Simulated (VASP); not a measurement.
A run of VASP 6.6.1:

INCAR

```
SYSTEM = SnAs
PREC     = Accurate       ! precision mode
ENCUT    = 520            ! plane-wave cutoff, eV
EDIFF    = 1E-7           ! SCF threshold, eV
ISMEAR   = 0              ! smearing method
SIGMA    = 0.02           ! smearing width, eV
LREAL    = .False.        ! projectors in reciprocal space
LASPH    = .True.         ! aspherical terms in the spheres
NELM     = 60             ! most SCF steps
ALGO     = Normal         ! electronic algorithm
ISIF     = 3              ! what is computed and relaxed
LWAVE    = .False.        ! write WAVECAR
LCHARG   = .False.        ! write CHGCAR
GGA      = PS             ! functional
IBRION   = 2              ! ionic algorithm
NSW      = 80             ! ionic steps
EDIFFG   = -0.002         ! ionic threshold
KPAR     = 4
```

Contents of KPOINTS:

```
Automatic mesh
0
Gamma
  10 10 10
  0 0 0
```

POSCAR

```
SnAs                                    
1.0
   -0.0000000000      2.8584088354      2.8584088354
    2.8584088354      0.0000000000      2.8584088354
    2.8584088354      2.8584088354      0.0000000000
  Sn              As            
     1     1
Direct
     0.0000000000000000    0.0000000000000000    0.0000000000000000
     0.5000000000000000    0.5000000000000000    0.5000000000000000
```

Potentials or basis: VASP PAW PBE potentials, release 64 (Sn_d, As).

Command:

```bash
$ cat potpaw_PBE.64/Sn_d/POTCAR potpaw_PBE.64/As/POTCAR > POTCAR
$ mpirun -np 4 vasp_std > vasp.out
```

Hardware: 4 MPI ranks on Intel(R) Xeon(R) Platinum 8259CL CPU @ 2.50GHz (Skylake/Cascade Lake) (shared host).

Task: How long does it take, and how much memory?

Result: Run time: 16 s on 4 MPI ranks on Intel(R) Xeon(R) Platinum 8259CL CPU @ 2.50GHz (Skylake/Cascade Lake), on a shared host, peak memory 0.17 GiB a rank. Counts: scf iterations 13, k points 47, ion steps 1.
